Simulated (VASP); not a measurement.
Runs of VASP 6.6.1 on ClSiBrH2. The cell holds a molecule in a box, 5 atoms: a = 12.000 Å, b = 12.000 Å, c = 12.000 Å, α = 90.00°, β = 90.00°, γ = 90.00°. 

| task | level | potentials or basis | cell | cutoff (eV) | grid for exact exchange (PRECFOCK) | exchange at q = 0 | gap on the mesh (eV) | largest force (eV/Å) |
| --- | --- | --- | --- | --- | --- | --- | --- | --- |
| atomic charges | PBE+TS | VASP PAW PBE potentials, release 64 (Cl, Si, Br, H) | as given | 520 | - | - | 5.96 | 0.27 |
| relaxation of the atoms | PBE+TS | VASP PAW PBE potentials, release 64 (Cl_h, Si, Br, H_h) | atoms relaxed | 900 | - | - | (b) | 0.01 |
| single point | B3LYP+D4 | VASP PAW PBE potentials, release 64 (Cl, Si, Br, H) | as given | 520 | Fast | truncated | (a) | 0.34 |
| relaxation of the atoms | PBE | VASP PAW PBE potentials, release 64 (Cl, Si, Br, H) | atoms relaxed from: atoms moved at random, drawn with an rms of 0.02 Å | 520 | - | - | 5.86 | 0.01 |
| single point | PBE | VASP PAW PBE potentials, release 64 (Cl, Si, Br, H) | atoms moved at random, drawn with an rms of 0.05 Å | 520 | - | - | 5.69 | 1.40 |

Alike in all rows: no spin polarisation; k mesh 1 × 1 × 1; smearing gaussian 0.01 eV.

Q: Estimate the missing entries.

A: (a) 7.60; (b) 5.84.

Caveats: the PAW data sets were made with another functional, which shifts forces and pressure a little (some runs).

A k mesh can miss the band edges, and the runs leave out spin-orbit coupling on Br.
